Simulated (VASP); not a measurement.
The system is Ta3I.

```
Ta I
1.0
     5.59225    0.00000    0.00000
     0.00000    5.59225    0.00000
     0.00000    0.00000    5.59225
Ta I
6 2
Direct
  0.25000 0.00000 0.50000
  0.75000 0.00000 0.50000
  0.00000 0.50000 0.25000
  0.00000 0.50000 0.75000
  0.50000 0.75000 0.00000
  0.50000 0.25000 0.00000
  0.00000 0.00000 0.00000
  0.50000 0.50000 0.50000
```

The cell was built by a generator and needn't be a form met in nature.

The cell isn't the ideal one: species swapped into the Ta3Sb type (Pm-3n, No. 223).

```yaml
Program: VASP 6.6.1
Task: relaxation of cell and atoms
Functional: PBE
Potentials_or_basis: VASP PAW PBE potentials, release 64 (Ta_pv, I)
Cutoff: 600 eV
k_mesh: 4 × 4 × 4
Occupations: gaussian, width 0.1 eV
Spin: no spin polarisation
```

At the start: pressure -15.9 GPa; volume 21.86 Å³/atom.

**Question.** How do energy, volume and symmetry change on relaxing?

**Answer.** Over 4 steps the energy falls by 162.7 meV/atom and the volume is 19.02 Å³/atom (-13.0 %); space group Pm-3n (No. 223, to 0.05 Å).

The path:
```csv
step,energy change (eV),largest force (eV/Å),pressure (GPa),volume (Å³)
1,0.0000,0.0000,-15.95,174.89
2,2.0134,0.0000,48.27,125.39
3,-1.2984,0.0000,-1.11,152.98
4,-1.3020,0.0000,-0.31,152.19
```

Final structure:
```yaml
crystal:
  lattice:
    - [5.33898, 0.00000, 0.00000]
    - [0.00000, 5.33898, 0.00000]
    - [0.00000, 0.00000, 5.33898]
  atoms:
    - { symbol: Ta, position: [0.25000, 0.00000, 0.50000] }
    - { symbol: Ta, position: [0.75000, 0.00000, 0.50000] }
    - { symbol: Ta, position: [0.00000, 0.50000, 0.25000] }
    - { symbol: Ta, position: [0.00000, 0.50000, 0.75000] }
    - { symbol: Ta, position: [0.50000, 0.75000, 0.00000] }
    - { symbol: Ta, position: [0.50000, 0.25000, 0.00000] }
    - { symbol: I, position: [0.00000, 0.00000, 0.00000] }
    - { symbol: I, position: [0.50000, 0.50000, 0.50000] }
```
